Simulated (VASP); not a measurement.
```
CELL_PARAMETERS angstrom
      1.91848    -3.32291     0.00000
      1.91848     3.32291     0.00000
      0.00000     0.00000     6.13421
ATOMIC_POSITIONS crystal
  Sn 0.00000 0.00000 0.00000
  Se 0.33333 0.66667 0.25981
  Se 0.66667 0.33333 0.74019
```

These are vdW-DF-cx, VASP's PBE PAW potentials (set 64) (plane waves; VASP 6.6.1) values and carry that method's errors. Run with 520 eV cut-off, 8×8×4 Γ-centred mesh, tetrahedra with Blöchl corrections, potentials Sn_d Se.

### Question
Predict the energy per atom (σ→0), largest force.

### Answer

```json
{
  "energy per atom (σ→0)": "-1.934 eV/atom",
  "largest_force": "0.00107 Ha/bohr"
}
```

The compound is SnSe2 in the 1T layered structure. It was relaxed first.
